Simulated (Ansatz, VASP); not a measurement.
**Mg6B50O81 (glassy 81B2O3-19MgO (mol %)): VASP beside Ansatz**

Aim: how closely do two programs agree when they are given the same cell, functional and k mesh? Of the first pair: The structure shown is the start of the Ansatz relaxation below; VASP solves that cell, so the two are compared at the walk's first step.

Calculated with Ansatz 0.2.0; plane waves, with VASP 6.6.1 beside it; single point at PBEsol.

## (1) Starting point

The cell holds 137 atoms: 50 B, 6 Mg and 81 O. Cell: a = 11.461 Å, b = 11.344 Å, c = 11.002 Å, α = 87.4°, β = 88.5°, γ = 89.9°. As first built, before any earlier steps moved the atoms (in the runner's words): 137 atoms (50 B, 6 Mg, 81 O) placed at random at 2.03 g/cm^3, melted at 3000 K for 20 ps at fixed volume with the Buckingham and Coulomb pair potential of Guillot and Sator (Geochim. Cosmochim. Acta 71, 1249 (2007)) with the boron terms of Wang et al. (J. Non-Cryst. Solids 498, 294 (2018)). Quenched from 3000 K to 300 K at 20 K/ps and fixed volume, held 10 ps at zero pressure.

## (2) Ansatz: relaxation, PBEsol

Ansatz runs on its default PAW (the set named soft_2) files.

The two programs are compared at the cell with which this relaxation starts, whose forces are those of its first step.

input.yaml

```yaml
crystal:
  lattice:
    - [11.46021, 0.01108, 0.14117]
    - [0.00989, 11.34106, 0.24868]
    - [0.14366, 0.25009, 10.99853]
  atoms:
    - { symbol: B, position: [0.60087, 0.45238, 0.2941] }
    - { symbol: B, position: [0.46539, 0.99244, 0.52413] }
    - { symbol: B, position: [0.09752, 0.65024, 0.23861] }
    - { symbol: B, position: [0.19347, 0.48437, 0.65721] }
    - { symbol: B, position: [0.61135, 0.94332, 0.70666] }
    - { symbol: B, position: [0.24491, 0.16283, 0.41547] }
    - { symbol: B, position: [0.65597, 0.24027, 0.29177] }
    - { symbol: B, position: [0.42172, 0.6736, 0.35443] }
    - { symbol: B, position: [0.94398, 0.5335, 0.39333] }
    - { symbol: B, position: [0.33201, 0.6593, 0.66285] }
    - { symbol: B, position: [0.46271, 0.95539, 0.09358] }
    - { symbol: B, position: [0.28279, 0.99935, 0.20743] }
    - { symbol: B, position: [0.15376, 0.02721, 0.03851] }
    - { symbol: B, position: [0.07443, 0.23806, 0.29355] }
    - { symbol: B, position: [0.7147, 0.57396, 0.63667] }
    - { symbol: B, position: [0.9599, 0.57615, 0.76847] }
    - { symbol: B, position: [0.72136, 0.58824, 0.41547] }
    - { symbol: B, position: [0.71251, 0.61494, 0.06752] }
    - { symbol: B, position: [0.23321, 0.02868, 0.79826] }
    - { symbol: B, position: [0.85366, 0.22963, 0.22367] }
    - { symbol: B, position: [0.90384, 0.37109, 0.04346] }
    - { symbol: B, position: [0.87322, 0.87632, 0.45852] }
    - { symbol: B, position: [0.9354, 0.58213, 0.10924] }
    - { symbol: B, position: [0.43793, 0.40092, 0.14051] }
    - { symbol: B, position: [0.89111, 0.2362, 0.66626] }
    - { symbol: B, position: [0.2937, 0.19161, 0.64499] }
    - { symbol: B, position: [0.43556, 0.94459, 0.86694] }
    - { symbol: B, position: [0.96308, 0.90283, 0.05415] }
    - { symbol: B, position: [0.46247, 0.14986, 0.36589] }
    - { symbol: B, position: [0.92786, 0.35901, 0.85355] }
[... 101 atom lines left out ...]
    - { symbol: O, position: [0.13565, 0.33691, 0.24175] }
    - { symbol: O, position: [0.83291, 0.57949, 0.37853] }
    - { symbol: O, position: [0.3985, 0.97034, 0.19997] }
    - { symbol: O, position: [0.05262, 0.97636, 0.08407] }
    - { symbol: O, position: [0.55059, 0.98467, 0.81063] }
    - { symbol: O, position: [0.42381, 0.60955, 0.92792] }
kpoints:
  mp_grid: { grid: [1, 1, 1] }
hamiltonian:
  xc: pbesol
scf:
  occupations: { method: gaussian, width: 0.05 }
output:
  forces: true
  eigenvalues: true
  stress: true
relax:
  f_tol: 0.05
  max_steps: 70
```

Started as:

```bash
$ ansatz run input.yaml --threads 4 --pin off --max-ram 8192MiB --backend cpu --events-out ev --progress --plain --runs-dir out
```

Numbers of over 12 decimals in the logs are rounded to 6 here.

Log:

```text
Warning: output.stress: scf.convergence.dr2_threshold = 1e-7 eV (the SCF's general default) is looser than the 1.08e-8 eV advised for a printed stress (1e-10 eV for each atom of the cell: 137, of which 108 are counted). What an SCF threshold leaves in a stress goes as its square root, and in the free energy as the threshold itself, and one threshold admits the most on a small cell: [figures from the program's tests c [...]
Engine: ansatz 0.2.0, x86_64-unknown-linux-gnu
Pseudopotentials: kind: paw
Pseudopotential: B, paw, valence charge 3, recommended cutoff 420 eV (normal), B.paw.azcp
Pseudopotential: Mg, paw, valence charge 10, recommended cutoff 420 eV (normal), Mg.paw.azcp
Pseudopotential: O, paw, valence charge 6, recommended cutoff 420 eV (normal), O.paw.azcp
Functional definition: PBEsol
  exchange = pbesol_x
  correlation = pbesol_c
Crystal: 137 atoms, lattice volume = 1428.546 Å³
Basis set: ecut = 420 eV, 27889 PW (Γ), exchange–correlation on 160×160×150 points (8 copies of the dense FFT grid, shifted against one another)
Bands: 485, of which v1, the nominal top of the filled ones, is band 348 counted from 1 (347 counted from 0)
Symmetry: 1 space group operations
Space group: P1 (ITA 1), of the structure as read, at distance tolerance 1.1e-4 Å
k-points: 1
Non-local potential: B, projectors of the file, l = 0: 2, l = 1: 2, l = 2: 1
Non-local potential: Mg, projectors of the file, l = 0: 3, l = 1: 2, l = 2: 1
Non-local potential: O, projectors of the file, l = 0: 2, l = 1: 2, l = 2: 1
PAW form: soft (Blöchl's): semilocal exchange-correlation on the pseudo side does not see the compensation charge
PAW frozen core: B, regenerated for the run's functional, and the local potential with it (the file was generated under x = pbe(κ = 0.804, μ = 0.219515), c = pbe(β = 0.066725))
PAW frozen core: Mg, regenerated for the run's functional, and the local potential with it (the file was generated under x = pbe(κ = 0.804, μ = 0.219515), c = pbe(β = 0.066725))
PAW frozen core: O, regenerated for the run's functional, and the local potential with it (the file was generated under x = pbe(κ = 0.804, μ = 0.219515), c = pbe(β = 0.066725))
PAW one-centre angular grid: B, 110 points (default); XC on 64 Gauss nodes
PAW one-centre angular grid: Mg, 110 points (default); XC on 64 Gauss nodes
PAW one-centre angular grid: O, 110 points (default); XC on 64 Gauss nodes
Initial density: superposition of atomic densities (neutral atoms: chi_scale 0, normalization atom), corrected by the library's trained network
Initial wavefunctions: pseudopotential atomic-orbital guess
Functional: x = pbesol(κ = 0.804, μ = 0.123457), c = pbesol(β = 0.046)
SCF iter   1: F=—  HF=-64654.037914 eV  |F-HF|=—  |Δ(HF+E_count)|=         —  Δρ=1.22e-2  dr2=1.61e0  ethr=1.77e-3  ⟨swp⟩=6.0  Hψ=2125  notcnv=0  defer=93
preconditioner: auto → Resta (q_TF=auto, 2.420 Å⁻¹)  ε∞=3.1  [insulator: Δε(μ)=4.525 eV  Ē_g=17.160 eV  σ=0.050 eV  W_gap=1.00  n_scr=346 (ndim 8)  ℏωp=25.0 eV  f_vac=0.144  D(μ)=0.00/eV (n_scr^D=0)  ε∞_Penn≈3.1]
SCF iter   2: F=—  HF=-64653.595254 eV  |F-HF|=—  |Δ(HF+E_count)|=   4.43e-1  Δρ=2.40e-3  dr2=5.64e-2  ethr=2.31e-4  ⟨swp⟩=2.0  Hψ=812  notcnv=0  defer=129
SCF iter   3: F=—  HF=-64653.595123 eV  |F-HF|=—  |Δ(HF+E_count)|=   1.31e-4  Δρ=1.20e-3  dr2=1.85e-2  ethr=8.11e-6  ⟨swp⟩=2.0  Hψ=600  notcnv=0  defer=129
SCF iter   4: F=—  HF=-64653.597288 eV  |F-HF|=—  |Δ(HF+E_count)|=   2.16e-3  Δρ=4.14e-4  dr2=2.02e-3  ethr=2.66e-6  ⟨swp⟩=2.0  Hψ=603  notcnv=0  defer=129
SCF iter   5: F=—  HF=-64653.597116 eV  |F-HF|=—  |Δ(HF+E_count)|=   1.72e-4  Δρ=1.32e-4  dr2=2.17e-4  ethr=2.90e-7  ⟨swp⟩=2.0  Hψ=807  notcnv=0  defer=129
SCF iter   6: F=—  HF=-64653.597247 eV  |F-HF|=—  |Δ(HF+E_count)|=   1.31e-4  Δρ=4.18e-5  dr2=2.42e-5  ethr=3.11e-8  ⟨swp⟩=2.0  Hψ=680  notcnv=0  defer=129
SCF iter   7: F=-64653.597264 eV  HF=-64653.597265 eV  |F-HF|=1.39e-6  |Δ(HF+E_count)|=   1.83e-5  Δρ=2.28e-5  dr2=6.26e-6  ethr=3.47e-9  ⟨swp⟩=17.0  Hψ=2809  notcnv=0
[...]
- { symbol: B, position: [0.515006, 0.343953, 0.914619] }
    - { symbol: B, position: [0.312880, 0.837059, 0.512508] }
    - { symbol: B, position: [0.250556, 0.377135, 0.267104] }
    - { symbol: B, position: [0.701856, 0.340097, 0.619237] }
    - { symbol: B, position: [0.910109, 0.757169, 0.890533] }
    - { symbol: B, position: [0.971215, 0.745008, 0.612449] }
    - { symbol: B, position: [0.221001, 0.412018, 0.871656] }
    - { symbol: B, position: [0.119429, 0.851724, 0.744330] }
    - { symbol: B, position: [0.478904, 0.317404, 0.591889] }
    - { symbol: B, position: [0.181151, 0.836670, 0.337248] }
    - { symbol: B, position: [0.025438, 0.389026, 0.550062] }
    - { symbol: B, position: [0.374885, 0.453755, 0.427937] }
    - { symbol: B, position: [0.710956, 0.426381, 0.950823] }
    - { symbol: B, position: [0.388969, 0.723980, 0.951080] }
    - { symbol: B, position: [0.813088, 0.029651, 0.626267] }
    - { symbol: B, position: [0.445054, 0.549775, 0.826034] }
    - { symbol: B, position: [0.634473, 0.809157, 0.145722] }
    - { symbol: B, position: [0.302476, 0.670330, 0.163842] }
    - { symbol: B, position: [0.727671, 0.746115, 0.769596] }
    - { symbol: B, position: [0.815158, 0.876390, 0.233722] }
    - { symbol: Mg, position: [0.080320, 0.118313, 0.642820] }
    - { symbol: Mg, position: [0.601768, 0.156904, 0.791954] }
    - { symbol: Mg, position: [0.535820, 0.751178, 0.581169] }
    - { symbol: Mg, position: [0.138071, 0.673866, 0.957373] }
    - { symbol: Mg, position: [0.330228, 0.168468, 0.941852] }
    - { symbol: Mg, position: [0.129826, 0.394399, 0.058499] }
    - { symbol: O, position: [0.962811, 0.214021, 0.272429] }
    - { symbol: O, position: [0.112395, 0.772196, 0.269732] }
    - { symbol: O, position: [0.860827, 0.899882, 0.118333] }
    - { symbol: O, position: [0.671124, 0.356072, 0.315328] }
    - { symbol: O, position: [0.945836, 0.434032, 0.469803] }
    - { symbol: O, position: [0.480756, 0.229075, 0.885848] }
    - { symbol: O, position: [0.874507, 0.899280, 0.335141] }
    - { symbol: O, position: [0.020557, 0.831122, 0.674645] }
    - { symbol: O, position: [0.646804, 0.345355, 0.898540] }
    - { symbol: O, position: [0.432857, 0.613162, 0.711057] }
    - { symbol: O, position: [0.544137, 0.195615, 0.283603] }
    - { symbol: O, position: [0.496467, 0.448521, 0.238130] }
    - { symbol: O, position: [0.185715, 0.045093, 0.919801] }
    - { symbol: O, position: [0.348557, 0.990152, 0.788553] }
    - { symbol: O, position: [0.135821, 0.166136, 0.369248] }
    - { symbol: O, position: [0.423040, 0.0036937, 0.986326] }
    - { symbol: O, position: [0.976058, 0.832375, 0.954661] }
    - { symbol: O, position: [0.00456044, 0.278057, 0.605394] }
    - { symbol: O, position: [0.689617, 0.637867, 0.530562] }
    - { symbol: O, position: [0.649171, 0.815170, 0.711175] }
    - { symbol: O, position: [0.756628, 0.174759, 0.276448] }
    - { symbol: O, position: [0.350597, 0.772384, 0.614502] }
    - { symbol: O, position: [0.475061, 0.436697, 0.824870] }
    - { symbol: O, position: [0.589730, 0.290951, 0.632686] }
[...]
- { symbol: O, position: [0.028405, 0.657813, 0.121383] }
    - { symbol: O, position: [0.835186, 0.294097, 0.118425] }
    - { symbol: O, position: [0.135835, 0.337903, 0.241168] }
    - { symbol: O, position: [0.831692, 0.580827, 0.376902] }
    - { symbol: O, position: [0.396266, 0.970520, 0.199805] }
    - { symbol: O, position: [0.050548, 0.978312, 0.081102] }
    - { symbol: O, position: [0.551794, 0.983061, 0.811851] }
    - { symbol: O, position: [0.422669, 0.609666, 0.929023] }
```

## (3) VASP: single point, PBEsol, start cell, pair 1

The same cell, functional, mesh and smearing now go to VASP, with its own data sets.

Lines of VASP's logs that name or quote its potential files are left out, and so is its time.

INCAR

```
SYSTEM = Mg6B50O81
PREC = Accurate
ENCUT = 520
EDIFF = 1E-06
NELM = 120
ISMEAR = 0
SIGMA = 0.05
LREAL = Auto
ALGO = Normal
GGA = PS
NBANDS = 419
LORBIT = 11
LWAVE = .FALSE.
LCHARG = .FALSE.
ISIF = 2
LASPH = .TRUE.
GGA_COMPAT = .FALSE.
EFERMI = MIDGAP
```

POSCAR

```
Mg6B50O81
1.0
   11.4602100000      0.0110800000      0.1411700000
    0.0098900000     11.3410600000      0.2486800000
    0.1436600000      0.2500900000     10.9985300000
B Mg O
50 6 81
Direct
    0.6008681703      0.4523819376      0.2941008571
    0.4653917940      0.9924436404      0.5241336575
    0.0975192213      0.6502431131      0.2386074097
    0.1934689587      0.4843722662      0.6572091263
    0.6113458556      0.9433243395      0.7066590180
    0.2449085588      0.1628315264      0.4154676411
    0.6559659856      0.2402741038      0.2917704382
    0.4217217761      0.6735954893      0.3544342572
    0.9439807545      0.5335014933      0.3933313893
    0.3320056520      0.6592989725      0.6628500621
    0.4627059020      0.9553929398      0.0935845692
    0.2827885853      0.9993501253      0.2074332066
    0.1537579940      0.0272078601      0.0385076854
    0.0744292237      0.2380608171      0.2935475798
    0.7147040930      0.5739635817      0.6366734427
    0.9599042089      0.5761523373      0.7684674915
    0.7213563765      0.5882432477      0.4154720485
    0.7125103879      0.6149442816      0.0675172559
    0.2332102857      0.0286816336      0.7982562356
    0.8536576541      0.2296260517      0.2236740494
    0.9038391212      0.3710866476      0.0434624631
    0.8732180980      0.8763161818      0.4585163193
    0.9353972750      0.5821339312      0.1092404986
    0.4379282413      0.4009156277      0.1405076835
    0.8911136245      0.2362038393      0.6662583381
    0.2936983799      0.1916081204      0.6449943304
    0.4355603259      0.9445907112      0.8669441399
    0.9630794179      0.9028333972      0.0541459149
    0.4624657141      0.1498599405      0.3658894912
    0.9278562842      0.3590100140      0.8535536947
[... 101 atom lines left out ...]
    0.1356465972      0.3369119284      0.2417475346
    0.8329069669      0.5794876281      0.3785334531
    0.3984984678      0.9703391886      0.1999667248
    0.0526225937      0.9763629991      0.0840720822
    0.5505926123      0.9846671932      0.8106270386
    0.4238112697      0.6095497190      0.9279228896
```

KPOINTS

```
Automatic mesh
0
Gamma
1 1 1
0 0 0
```

PAW data sets: B, Mg and O (PBE family, release 64).

Started as:

```bash
$ export OMP_NUM_THREADS=3
$ mpirun -np 1 vasp_gam
```

Log:

```text
[banner, memory and clock lines left out]
running    1 mpi-ranks, on    1 nodes
[...]
Offloading initialized ...    1 GPUs detected
[...]
|                                                                             |
|               ----> ADVICE to this user running VASP <----                  |
|                                                                             |
|     You enforced a specific xc type in the INCAR file but a different       |
|     [... a line on the potential file left out ...]
|     I HOPE YOU KNOW WHAT YOU ARE DOING!                                     |
|                                                                             |

 LDA part: xc-table for (Slater+PW92), standard interpolation
 POSCAR, INCAR and KPOINTS ok, starting setup
[...]
entering main loop
       N       E                     dE             d eps       ncg     rms          rms(c)
DAV:   1     0.585592654267E+04    0.58559E+04   -0.39772E+05   854   0.155E+03
DAV:   2    -0.711142697509E+03   -0.65671E+04   -0.63225E+04  1025   0.392E+02
DAV:   3    -0.119713765349E+04   -0.48599E+03   -0.48152E+03   980   0.112E+02
DAV:   4    -0.120630272863E+04   -0.91651E+01   -0.91329E+01   980   0.164E+01
[...]
DAV:  17    -0.110955671638E+04   -0.34730E-05   -0.42744E-05   940   0.164E-02    0.987E-03
DAV:  18    -0.110955671499E+04    0.13833E-05   -0.10207E-05   956   0.880E-03    0.455E-03
DAV:  19    -0.110955671520E+04   -0.20157E-06   -0.49646E-06   900   0.458E-03
   1 F= -.11095567E+04 E0= -.11095567E+04  d E =0.000000E+00
```

OUTCAR, selected parts (step 3):

```text
  FREE ENERGIE OF THE ION-ELECTRON SYSTEM (eV)
  ---------------------------------------------------
  free  energy   TOTEN  =     -1109.5567151952 eV

  energy  without entropy=    -1109.5567151952  energy(sigma->0) =    -1109.55671520

[... 1 further part left out ...]
```

The run ends at a pressure of 0.12 GPa, with forces up to 0.64 eV/Å.

## (4) Differences

Known differences besides the potentials themselves: the data sets hold 696 valence electrons in Ansatz (on its default PAW (the set named soft_2) files) and 648 in VASP; the cutoff is 420 eV in Ansatz and 520 eV in VASP (PREC = Accurate, projectors in real space); Ansatz makes its cores anew for this functional, VASP keeps those of its PBE data sets. Total energies have different zeros and are not compared.

Forces on 9 of the 137 atoms, those with the largest forces and the largest differences (eV/Å; atoms numbered as in POSCAR):

| atom | Ansatz x, y, z | VASP x, y, z |
| --- | --- | --- |
| B1 | -0.190, 0.400, -0.009 | -0.216, 0.458, -0.004 |
| B34 | -0.502, 0.347, 0.092 | -0.518, 0.362, 0.087 |
| B38 | -0.185, 0.296, -0.248 | -0.213, 0.344, -0.287 |
| B43 | -0.290, -0.342, -0.226 | -0.302, -0.337, -0.241 |
| O77 | 0.552, -0.189, -0.217 | 0.563, -0.226, -0.212 |
| O107 | -0.098, 0.178, 0.099 | -0.145, 0.292, 0.153 |
| O117 | 0.222, -0.286, 0.277 | 0.260, -0.368, 0.368 |
| O121 | -0.262, -0.336, -0.193 | -0.205, -0.271, -0.095 |
| O127 | 0.557, 0.096, -0.152 | 0.549, 0.049, -0.150 |

The forces differ by 28 meV/Å r.m.s., which is 16.4 % of the r.m.s. force of 0.172 eV/Å (both taken over all components).

(Part 1 of 2 ends here.)

[Lines on the potential files, build, host, timing and source positions are cut from VASP's logs without a mark.]

[Logs are printed without paths, hosts, clocks, repeated set-up lines and the standing remarks that a program may print on its own settings, such as how far it seeks lower states.]

[Hosts, paths, dates, database ids (printed as entryN), source tags and the programs' standing remarks are cut or masked in the printed files.]
